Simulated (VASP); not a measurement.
Data:

```
CELL_PARAMETERS angstrom
      0.00000     2.90951     2.90951
      2.90951     0.00000     2.90951
      2.90951     2.90951     0.00000
ATOMIC_POSITIONS crystal
  Yb 0.50000 0.50000 0.50000
  Se 0.00000 0.00000 0.00000
```

Computed with SCAN meta-GGA, VASP's PBE PAW potentials (set 64) (plane waves; VASP). Numerical set-up: 400 eV cut-off, 7×7×7 Γ-centred mesh, Gaussian smearing of 0.050 eV, potentials Yb_2 Se.

The 4f electrons are frozen in the core of the lanthanide potential, so 4f levels, which can set the real gap, and their magnetism are missing.

Question: Estimate the energy per atom (σ→0).

Answer: 
- energy per atom (σ→0): -3637.5 kJ/mol of atoms

The structure comes from a measured YbSe entry (Fm-3m) of the Crystallography Open Database, whose conditions weren't checked. It was relaxed first, which changed the volume by -6 %. The start is the result of an earlier pass.
